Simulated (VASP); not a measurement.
V:

```
CELL_PARAMETERS angstrom
-1.51294 1.51294 1.51294
1.51294 -1.51294 1.51294
1.51294 1.51294 -1.51294
ATOMIC_POSITIONS crystal
V 0.00000 0.00000 0.00000
```

* Program: VASP 6.6.1
* Task: relaxation of cell and atoms
* Functional: PBEsol
* Potentials or basis: VASP PAW PBE potentials, release 64 (V_sv)
* Cutoff: 480 eV
* k mesh: 20 × 20 × 20
* Occupations: gaussian, width 0.1 eV
* Spin: no spin polarisation

At the start: pressure -11.8 GPa; volume 13.85 Å³/atom.

Task: Where does the relaxation end?

Result: Over 4 steps the energy falls by 34.5 meV/atom and the volume is 12.96 Å³/atom (-6.4 %); space group Im-3m (No. 229, to 0.05 Å).

The path:
| step | energy change (eV) | largest force (eV/Å) | pressure (GPa) | volume (Å³) |
| --- | --- | --- | --- | --- |
| 1 | 0.0000 | 0.0000 | -11.81 | 13.85 |
| 2 | 0.0267 | 0.0000 | 19.80 | 11.90 |
| 3 | -0.0345 | 0.0000 | -0.28 | 12.98 |
| 4 | -0.0345 | 0.0000 | -0.01 | 12.96 |

Final structure:
```yaml
crystal:
  lattice:
    - [-1.47981, 1.47981, 1.47981]
    - [1.47981, -1.47981, 1.47981]
    - [1.47981, 1.47981, -1.47981]
  atoms:
    - { symbol: V, position: [0.00000, 0.00000, 0.00000] }
```

Caveat: the PAW data sets were made with another functional, which shifts forces and pressure a little.
